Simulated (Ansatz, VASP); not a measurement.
## Cross-check of SnO between VASP and Ansatz

One calculation is typed for both programs; each brings its own data sets. How far apart do they land? The cell is generated by rule, not measured, and may not be a known phase. The cell is taken from a series of runs on this material, whose earlier steps may have relaxed, scaled, displaced or heated it; both programs get it as it stands.

Main program and level: Ansatz 0.2.0; plane waves, with VASP 6.6.1 beside it; single point at PBEsol.

The structure was built from a prototype and need not be the compound's stable phase.

## Step 1: The structure

It takes space group R3m (No. 160, trigonal). Conventional cell: a = 4.357 Å, b = 4.357 Å, c = 5.336 Å, α = 90.00°, β = 90.00°, γ = 120.00°. Nearest to Sn lie 8 O at 2.62 to 2.71 Å. O has 8 Sn at 2.62 to 2.71 Å nearest. Farther neighbours and most contacts between anions are not listed.

## Step 2: Ansatz: single point, PBEsol, pair 1

Ansatz runs on its default PAW (the set named soft_2) files.

A single point gives forces, pressure and levels at one fixed geometry, so differences don't come from the geometry; what else differs is listed under the comparison.

input.yaml

```yaml
crystal:
  lattice:
    - [3.0805550157, 0.0, 0.0]
    - [0.0, 3.0805550157, 0.0]
    - [0.0, 0.0, 3.0805550157]
  atoms:
    - { symbol: Sn, position: [0.0010103595, -0.0010103595, -0.0010103595] }
    - { symbol: O, position: [0.4925032955, 0.5074967045, 0.5074967045] }
kpoints:
  mp_grid: { grid: [12, 12, 12] }
hamiltonian:
  xc: pbesol
scf:
  occupations: { method: methfessel_paxton, width: 0.15 }
output:
  forces: true
  stress: true
  eigenvalues: true
```

On the command line:

```
ansatz run input.yaml --threads 4 --pin off --max-ram 7168MiB --backend cpu --events-out ev --progress --plain --runs-dir out
```

Numbers of over 12 decimals in the logs are rounded to 6 here.

What it wrote:

```text
Engine: ansatz 0.2.0, aarch64-unknown-linux-gnu
Pseudopotentials: kind: paw
Pseudopotential: Sn, paw, valence charge 14, recommended cutoff 420 eV (normal), Sn.paw.azcp
Pseudopotential: O, paw, valence charge 6, recommended cutoff 420 eV (normal), O.paw.azcp
Functional definition: PBEsol
  exchange = pbesol_x
  correlation = pbesol_c
Crystal: 2 atoms, lattice volume = 29.234 Å³
Basis set: ecut = 420 eV, 587 PW (Γ), exchange–correlation on 48×48×48 points (8 copies of the dense FFT grid, shifted against one another)
Bands: 14, of which v1, the nominal top of the filled ones, is band 10 counted from 1 (9 counted from 0)
Symmetry: 6 space group operations
Space group: R3m (ITA 160), of the structure as read, at distance tolerance 3.1e-5 Å
k-points: 189 of 1728 (time reversal used)
Non-local potential: Sn, projectors of the file, l = 0: 2, l = 1: 2, l = 2: 2, l = 3: 2
Non-local potential: O, projectors of the file, l = 0: 2, l = 1: 2, l = 2: 1
PAW form: soft (Blöchl's): semilocal exchange-correlation on the pseudo side does not see the compensation charge
PAW frozen core: Sn, regenerated for the run's functional, and the local potential with it (the file was generated under x = pbe(κ = 0.804, μ = 0.219515), c = pbe(β = 0.066725))
PAW frozen core: O, regenerated for the run's functional, and the local potential with it (the file was generated under x = pbe(κ = 0.804, μ = 0.219515), c = pbe(β = 0.066725))
PAW one-centre angular grid: Sn, 590 points (default); XC on 64 Gauss nodes
PAW one-centre angular grid: O, 110 points (default); XC on 64 Gauss nodes
Initial density: superposition of atomic densities (neutral atoms: chi_scale 0, normalization atom), corrected by the library's trained network
Initial wavefunctions: pseudopotential atomic-orbital guess
Functional: x = pbesol(κ = 0.804, μ = 0.123457), c = pbesol(β = 0.046)
SCF iter   1: F=—  HF=-6509.230064 eV  |F-HF|=—  |Δ(HF+E_count)|=         —  Δρ=1.14e-2  dr2=3.02e-2  ethr=1.77e-3  ⟨swp⟩=5.0  Hψ=13278  notcnv=0
preconditioner: auto → none  [insulator: Δε(μ)=0.257 eV  Ē_g=20.018 eV  σ=0.150 eV  W_gap=0.63  n_scr=6 (ndim 8)  ℏωp=30.7 eV  f_vac=0.000  D(μ)=0.16/eV (n_scr^D=0)  ε∞_Penn≈3.4]
SCF iter   2: F=—  HF=-6509.222093 eV  |F-HF|=—  |Δ(HF+E_count)|=   7.97e-3  S|Δr|=    0.00e0  Δρ=3.71e-3  dr2=4.15e-3  ethr=1.51e-4  ⟨swp⟩=1.6  Hψ=4516  notcnv=0
SCF iter   3: F=—  HF=-6509.221355 eV  |F-HF|=—  |Δ(HF+E_count)|=   7.37e-4  S|Δr|=    0.00e0  Δρ=5.20e-4  dr2=8.02e-5  ethr=2.07e-5  ⟨swp⟩=2.0  Hψ=3004  notcnv=0
SCF iter   4: F=—  HF=-6509.221354 eV  |F-HF|=—  |Δ(HF+E_count)|=   1.81e-6  S|Δr|=    0.00e0  Δρ=1.14e-4  dr2=2.76e-6  ethr=4.01e-7  ⟨swp⟩=1.8  Hψ=2925  notcnv=0
SCF iter   5: F=—  HF=-6509.221354 eV  |F-HF|=—  |Δ(HF+E_count)|=   6.95e-7  S|Δr|=    0.00e0  Δρ=2.32e-5  dr2=1.52e-7  ethr=1.38e-8  ⟨swp⟩=2.7  Hψ=4648  notcnv=0
SCF iter   6: F=-6509.221354 eV  HF=-6509.221354 eV  |F-HF|=5.93e-9  |Δ(HF+E_count)|=   3.40e-8  S|Δr|=    0.00e0  Δρ=6.61e-6  dr2=4.52e-9  ethr=5.00e-10  ⟨swp⟩=5.0  Hψ=11097  notcnv=0
SCF 1 converged in 6 iterations: F = -6509.221354 eV  dr2 = 4.52e-9
  greatest PAW one-centre occupation: 0.993 electrons in one spin orbital (limit 2), on the Sn atom at site 0 (counted from 0), in its partial waves of l = 2
SCF converged after 6 iterations
Stability not checked: this state was not tested for a lower state beside it, because cold or Methfessel-Paxton smearing, or corrected tetrahedra, fill the levels in a way that the test cannot read (fill_not_monotonic; see scf.lower_state_search)
Free energy (F): -6509.221354 eV
Harris-Foulkes:  -6509.221354 eV  (|F-HF|=5.93e-9)
Internal energy: -6509.221214 eV  (E = F + TS)
E sigma→0 (E₀):  -6509.221319 eV
Entropy (-TS):   -0.000140 eV (-0.070 meV/atom)
Fermi energy:    12.045709 eV
--- Per-component energies (eV) ---
  E_band       = -40.482078
  E_kinetic    = 358.641936
  E_local      = -890.596797  (includes V_loc(G=0)·N_el)
  E_nonlocal   = 17.178459
  E_hartree    = 524.341689
  E_xc         = -453.568245
  E_vxc        = -191.864971  (∫ρ·V_xc dr)
  E_paw        = -4212.383517  (= ΣΔE_a)
  E_vpaw       = -382.526520  (= ΣTr[D̂ρ^β])
  E_aug_tail   = 0.002313  (compensation charges beyond the density's cutoff)
  E_ewald      = -1853.157181
  E_core_change = 0.320128  (= ΣΔE_core)
  E_smearing   = -0.000140  (= −TS)
  E_closure    = -0.000000  (closes the sum)
  Σ components = -6509.221354   (vs F -6509.221354, Δ=0.00e0)
--- Forces (eV/Å), atoms counted from 1 ---
  atom   1  Sn     0.09768788    -0.09768788    -0.09768788
  atom   2  O     -0.09767400     0.09767400     0.09767400
  max |Σ_I F_I| component: 1.39e-5 eV/Å
--- Stress (GPa, compression-positive) ---
        0.023317       0.013490       0.013490
        0.013490       0.023317      -0.013490
        0.013490      -0.013490       0.023317
  P = ⅓ Tr σ = 0.0233 GPa (0.233 kbar)
--- Band table (eV; the first three rows and the last of 189) ---
  k-point 0: bands = [... 6 lower, 4.4657, 9.2757, 9.2792, 9.2792, 19.8680, 19.8680, 20.2467, 20.3327]
  k-point 1: bands = [... 6 lower, 4.3611, 9.3073, 9.3266, 9.3278, 18.5142, 19.9219, 20.1947, 20.3165]
  k-point 2: bands = [... 6 lower, 4.0697, 9.4149, 9.4626, 9.4633, 16.9660, 19.9650, 20.0560, 20.3839]
  k-point 188: bands = [... 6 lower, 8.4272, 8.4373, 8.4373, 10.8765, 11.8264, 11.8264, 11.8424, 24.4861]
```

The column dr2 measures how far the density is from self-consistency, as an energy; F and HF (Harris–Foulkes) agree once it is small.

The run ends at a pressure of 0.02 GPa, with forces up to 0.17 eV/Å.

## Step 3: VASP: single point, PBEsol, pair 1

The same cell, functional, mesh and smearing now go to VASP, with its own data sets.

Lines of VASP's logs that name or quote its potential files are left out, and so is its time.

INCAR

```
SYSTEM = SnO
PREC = Accurate
ENCUT = 600
EDIFF = 1E-06
NELM = 120
ISMEAR = 1
SIGMA = 0.15
LREAL = .FALSE.
ALGO = Normal
GGA = PS
NBANDS = 16
LORBIT = 11
LWAVE = .FALSE.
LCHARG = .FALSE.
ISIF = 2
LASPH = .TRUE.
GGA_COMPAT = .FALSE.
```

POSCAR

```
SnO
1.0
    3.0805550157      0.0000000000      0.0000000000
    0.0000000000      3.0805550157      0.0000000000
    0.0000000000      0.0000000000      3.0805550157
Sn O
1 1
Direct
    0.0010103595      0.9989896405      0.9989896405
    0.4925032955      0.5074967045      0.5074967045
```

KPOINTS

```
Automatic mesh
0
Gamma
12 12 12
0 0 0
```

The projector-augmented-wave data sets are Sn_d and O (PBE family, release 64).

On the command line:

```
mpirun -np 1 vasp_std
```

What it wrote:

```text
[banner, memory and clock lines left out]
running    1 mpi-ranks, on    1 nodes
 distrk:  each k-point on    1 cores,    1 groups
 distr:  one band on    1 cores,    1 groups

 POSCAR found type information on POSCAR SnO
 POSCAR found :  2 types and       2 ions
|                                                                             |
|               ----> ADVICE to this user running VASP <----                  |
|                                                                             |
|     You enforced a specific xc type in the INCAR file but a different       |
|     [... a line on the potential file left out ...]
|     I HOPE YOU KNOW WHAT YOU ARE DOING!                                     |
|                                                                             |

 LDA part: xc-table for (Slater+PW92), standard interpolation
 POSCAR, INCAR and KPOINTS ok, starting setup
 FFT: planning ... GRIDC
 FFT: planning ... GRID_SOFT
 FFT: planning ... GRID
 WAVECAR not read
 entering main loop
       N       E                     dE             d eps       ncg     rms          rms(c)
DAV:   1     0.146513926191E+03    0.14651E+03   -0.11443E+04  6304   0.214E+03
DAV:   2    -0.552659110279E+00   -0.14707E+03   -0.14117E+03  6968   0.438E+02
DAV:   3    -0.120286840314E+02   -0.11476E+02   -0.11429E+02  7016   0.102E+02
DAV:   4    -0.122440500570E+02   -0.21537E+00   -0.21533E+00  7288   0.149E+01
DAV:   5    -0.122499418139E+02   -0.58918E-02   -0.58917E-02  7816   0.237E+00    0.724E+00
DAV:   6    -0.108923912052E+02    0.13576E+01   -0.95359E+00  7272   0.423E+01    0.461E+00
DAV:   7    -0.106690634263E+02    0.22333E+00   -0.14035E+00  7280   0.750E+00    0.128E+00
DAV:   8    -0.106406473221E+02    0.28416E-01   -0.14297E-01  7096   0.333E+00    0.242E-01
DAV:   9    -0.106401580964E+02    0.48923E-03   -0.40782E-03  7656   0.658E-01    0.825E-02
DAV:  10    -0.106401426295E+02    0.15467E-04   -0.36837E-04  8096   0.335E-01    0.213E-02
DAV:  11    -0.106401409348E+02    0.16946E-05   -0.12092E-04  7752   0.184E-01    0.233E-02
DAV:  12    -0.106401311585E+02    0.97763E-05   -0.23213E-05  7512   0.676E-02    0.233E-03
DAV:  13    -0.106401312737E+02   -0.11514E-06   -0.14060E-06  4624   0.112E-02
   1 F= -.10640131E+02 E0= -.10640082E+02  d E =-.147876E-03
```

OUTCAR, selected parts (step 3):

```text
ion  position               nearest neighbor table
   1  0.001  0.999  0.999-   2 2.62   2 2.65   2 2.65   2 2.65   2 2.68   2 2.68   2 2.68   2 2.71

  LATTYP: Found a simple cubic cell.
 ALAT       =     3.0805550157

 Subroutine GETGRP returns: Found  6 space group operations
 (whereof  6 operations were pure point group operations)

The static configuration has the point symmetry C_3v.

 Found    189 irreducible k-points:

   k-points           NKPTS =    189   k-points in BZ     NKDIM =    189   number of bands    NBANDS=     16

   dimension x,y,z NGX =    28 NGY =   28 NGZ =   28
   dimension x,y,z NGXF=    56 NGYF=   56 NGZF=   56

   ENCUT  =  600.0 eV  44.10 Ry    6.64 a.u.   6.15  6.15  6.15*2*pi/ulx,y,z

   NELECT =      20.0000    total number of electrons

 k-points in reciprocal lattice and weights: Automatic mesh
   0.00000000  0.00000000  0.00000000       0.001
   0.08333333  0.00000000  0.00000000       0.003
   0.16666667  0.00000000  0.00000000       0.003
   0.25000000  0.00000000  0.00000000       0.003
   0.33333333  0.00000000  0.00000000       0.003
   0.41666667  0.00000000  0.00000000       0.003
   0.50000000  0.00000000  0.00000000       0.002
   0.08333333  0.08333333  0.00000000       0.003
   0.00000000  0.08333333  0.08333333       0.003
[...]
0.50000000  0.50000000  0.41666667       0.003
   0.50000000  0.50000000  0.50000000       0.001

 average (electrostatic) potential at core
       1 -98.2226       2 -66.2663

 E-fermi :   8.6559

 k-point     1 :       0.0000    0.0000    0.0000
  band No.  band energies     occupation
    ...
      6      -9.6635      2.00000
      7       1.0789      2.00000
      8       5.8889      2.00000
      9       5.8924      2.00000
     10       5.8924      2.00000
     11      16.4851      0.00000
     12      16.4851      0.00000
     13      16.8607      0.00000
     14      16.9488      0.00000
     15      16.9488      0.00000
    ...

 k-point     2 :       0.0833    0.0000    0.0000
  band No.  band energies     occupation
    ...
      6      -9.6175      2.00000
      7       0.9740      2.00000
      8       5.9194      2.00000
      9       5.9394      2.00000
     10       5.9406      2.00000
     11      15.1283      0.00000
     12      16.5381      0.00000
     13      16.8080      0.00000
     14      16.9327      0.00000
     15      18.3221      0.00000
    ...

 k-point     3 :       0.1667    0.0000    0.0000
  band No.  band energies     occupation
    ...
      6      -9.4874      2.00000
      7       0.6822      2.00000
      8       6.0275      2.00000
      9       6.0758      2.00000
     10       6.0764      2.00000
     11      13.5789      0.00000
     12      16.5781      0.00000
     13      16.6685      0.00000
     14      17.0030      0.00000
     15      19.9330      0.00000
    ...

  Total       -0.0050779     -0.0050779     -0.0050779      0.0025043     -0.0025043      0.0025043
  in kB       -0.2782962     -0.2782962     -0.2782962      0.1372502     -0.1372502      0.1372502
  external PRESSURE =      -0.2782962 kB  Pullay stress =       0.0000000 kB

  energy-cutoff  :      600.00
  volume of cell :       29.23
      direct lattice vectors                 reciprocal lattice vectors
     3.080555016  0.000000000  0.000000000     0.324616829  0.000000000  0.000000000
     0.000000000  3.080555016  0.000000000     0.000000000  0.324616829  0.000000000
     0.000000000  0.000000000  3.080555016     0.000000000  0.000000000  0.324616829

 POSITION                                       TOTAL-FORCE (eV/Angst)
 -----------------------------------------------------------------------------------
      0.00311      3.07744      3.07744         0.095657     -0.095657     -0.095657
      1.51718      1.56337      1.56337        -0.095657      0.095657      0.095657
 -----------------------------------------------------------------------------------
    total drift:                                0.000172     -0.000172     -0.000172

  FREE ENERGIE OF THE ION-ELECTRON SYSTEM (eV)
  ---------------------------------------------------
  free  energy   TOTEN  =       -10.6401312737 eV

  energy  without entropy=      -10.6399833979  energy(sigma->0) =      -10.64008198

 total charge
# of ion       s       p       d       tot
------------------------------------------
    1        1.399   0.622  10.029  12.051
    2        1.588   3.258   0.000   4.846
--------------------------------------------------
tot          2.987   3.880  10.029  16.896

[... 3 further parts left out ...]
```

The run ends at a pressure of -0.03 GPa, with forces up to 0.17 eV/Å.

## Step 4: Differences

Known differences besides the potentials themselves: the cutoff is 420 eV in Ansatz and 600 eV in VASP; Ansatz makes its cores anew for this functional, VASP keeps those of its PBE data sets. Total energies have different zeros and are not compared.

The two programs side by side:

```tsv
quantity	Ansatz	VASP	difference
pressure (GPa)	0.02	-0.03	+0.05
```

Forces (eV/Å; atoms numbered as in POSCAR):

```tsv
atom	Ansatz x, y, z	VASP x, y, z
Sn1	0.098, -0.098, -0.098	0.096, -0.096, -0.096
O2	-0.098, 0.098, 0.098	-0.096, 0.096, 0.096
```

The forces differ by 2.0 meV/Å r.m.s., which is 2.1 % of the r.m.s. force of 0.096 eV/Å (both taken over all components).

## Step 5: Ansatz: single point, PBEsol, pair 2

A single point gives forces, pressure and levels at one fixed geometry, so differences don't come from the geometry; what else differs is listed under the comparison.

The cell is taken from a series of runs on this material, whose earlier steps may have relaxed, scaled, displaced or heated it; both programs get it as it stands.

input.yaml, the sections that differ from step 2:

```yaml
crystal:
  lattice:
    - [3.0805550157, 0.0, 0.0]
    - [0.0, 3.0805550157, 0.0]
    - [0.0, 0.0, 3.0805550157]
  atoms:
    - { symbol: Sn, position: [0.002020719, -0.002020719, -0.002020719] }
    - { symbol: O, position: [0.4850065909, 0.5149934091, 0.5149934091] }
# kpoints, hamiltonian, scf, output: as in step 2
```

On the command line:

```
ansatz run input.yaml --threads 4 --pin off --max-ram 7168MiB --backend cpu --events-out ev --progress --plain --runs-dir out
```

What it wrote:

```text
[...]
Crystal: 2 atoms, lattice volume = 29.234 Å³
Basis set: ecut = 420 eV, 587 PW (Γ), exchange–correlation on 48×48×48 points (8 copies of the dense FFT grid, shifted against one another)
Bands: 14, of which v1, the nominal top of the filled ones, is band 10 counted from 1 (9 counted from 0)
Symmetry: 6 space group operations
[...]
k-points: 189 of 1728 (time reversal used)
[...]
--- Band table (eV; the first three rows and the last of 189) ---
  k-point 0: bands = [... 6 lower, 4.4731, 9.2618, 9.2756, 9.2756, 19.7027, 19.7027, 20.2772, 20.5017]
  k-point 1: bands = [... 6 lower, 4.3681, 9.2956, 9.3206, 9.3237, 18.4946, 19.7475, 20.2070, 20.4952]
  k-point 2: bands = [... 6 lower, 4.0755, 9.4005, 9.4573, 9.4599, 16.9636, 19.8165, 20.0717, 20.5387]
  k-point 188: bands = [... 6 lower, 8.3817, 8.4211, 8.4211, 10.8752, 11.8415, 11.8415, 11.9037, 24.4590]
[key lines of the parts left out:]
SCF converged after 6 iterations
Free energy (F): -6509.232795 eV
Fermi energy:    12.055771 eV
P = ⅓ Tr σ = 0.0989 GPa (0.989 kbar)
```

The run ends at a pressure of 0.10 GPa, with forces up to 0.33 eV/Å.

## Step 6: VASP: single point, PBEsol, pair 2

The same cell, functional, mesh and smearing now go to VASP, with its own data sets.

INCAR is that of step 3.

POSCAR

```
SnO
1.0
    3.0805550157      0.0000000000      0.0000000000
    0.0000000000      3.0805550157      0.0000000000
    0.0000000000      0.0000000000      3.0805550157
Sn O
1 1
Direct
    0.0020207190      0.9979792810      0.9979792810
    0.4850065909      0.5149934091      0.5149934091
```

KPOINTS is that of step 3.

On the command line:

```
mpirun -np 1 vasp_std
```

What it wrote:

```text
[banner, memory and clock lines left out]
running    1 mpi-ranks, on    1 nodes
[...]
[... a notice as in an earlier step ...]

 LDA part: xc-table for (Slater+PW92), standard interpolation
 POSCAR, INCAR and KPOINTS ok, starting setup
[...]
entering main loop
       N       E                     dE             d eps       ncg     rms          rms(c)
DAV:   1     0.146626445639E+03    0.14663E+03   -0.11440E+04  6296   0.214E+03
DAV:   2    -0.635726402303E+00   -0.14726E+03   -0.14125E+03  7032   0.438E+02
DAV:   3    -0.120354846439E+02   -0.11400E+02   -0.11356E+02  7000   0.102E+02
DAV:   4    -0.122521787531E+02   -0.21669E+00   -0.21666E+00  7288   0.150E+01
[...]
DAV:  11    -0.106513397827E+02    0.32563E-05   -0.11274E-04  7736   0.179E-01    0.220E-02
DAV:  12    -0.106513315478E+02    0.82349E-05   -0.19844E-05  7608   0.609E-02    0.250E-03
DAV:  13    -0.106513316733E+02   -0.12542E-06   -0.14487E-06  4352   0.115E-02
   1 F= -.10651332E+02 E0= -.10651292E+02  d E =-.118604E-03
```

Parts of OUTCAR (step 6):

```text
  Total        0.0089513      0.0089513      0.0089513      0.0092755     -0.0092755      0.0092755
  in kB        0.4905826      0.4905826      0.4905826      0.5083491     -0.5083491      0.5083491
  external PRESSURE =       0.4905826 kB  Pullay stress =       0.0000000 kB

 POSITION                                       TOTAL-FORCE (eV/Angst)
 -----------------------------------------------------------------------------------
      0.00622      3.07433      3.07433         0.188774     -0.188774     -0.188774
      1.49409      1.58647      1.58647        -0.188774      0.188774      0.188774
 -----------------------------------------------------------------------------------
    total drift:                                0.000278     -0.000278     -0.000278

  FREE ENERGIE OF THE ION-ELECTRON SYSTEM (eV)
  ---------------------------------------------------
  free  energy   TOTEN  =       -10.6513316733 eV

  energy  without entropy=      -10.6512130691  energy(sigma->0) =      -10.65129214

[... 2 parts as in an earlier step ...]

[... 1 further part left out ...]
[key lines of the parts left out:]
E-fermi :   8.6665
```

The run ends at a pressure of 0.05 GPa, with forces up to 0.33 eV/Å.

(Part 1 of 2 ends here.)

[Lines on the potential files, build, host, timing and source positions are cut from VASP's logs without a mark.]

[Logs are printed without paths, hosts, clocks, repeated set-up lines and the standing remarks that a program may print on its own settings, such as how far it seeks lower states.]

[Hosts, paths, dates, database ids (printed as entryN), source tags and the programs' standing remarks are cut or masked in the printed files.]
